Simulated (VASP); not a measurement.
Method: RPBE GGA, VASP's PBE PAW potentials (set 64) (plane waves; VASP).

VASP ran on this input.

KPOINTS:
```
Regular mesh
0
Gamma
 13 13 13
0 0 0
```

### INCAR
```
ALGO = Normal
EDIFF = 1E-7
ENCUT = 520
GGA = RP
ISIF = 2
ISMEAR = 0
LASPH = .TRUE.
LCHARG = .FALSE.
LREAL = .FALSE.
LWAVE = .FALSE.
NELM = 100
PREC = Accurate
SIGMA = 0.05
SYSTEM = C
```

### POSCAR
```
C
1
    0.0000000000     1.7584602550     1.7584602550
    1.7584602550     0.0000000000     1.7584602550
    1.7584602550     1.7584602550     0.0000000000
C
2
Direct
  0.0000000000   0.0000000000   0.0000000000
  0.2500000000   0.2500000000   0.2500000000
```

POTCAR, in this order: C (PBE.64 set). Program: vasp_std.

Question: What will the output report for the number of irreducible k-points (NKPTS), largest plane-wave count, number of space-group operations, FFT grid (NGX, NGY, NGZ)?

Answer: 
```yaml
number of irreducible k-points (NKPTS): 84
largest_plane_wave_count: 303
number_of_space_group_operations: 48
FFT grid (NGX, NGY, NGZ): 18 × 18 × 18
```

The compound is C in the diamond structure. This cell is one point of a volume scan, at 0.94 of the reference volume.
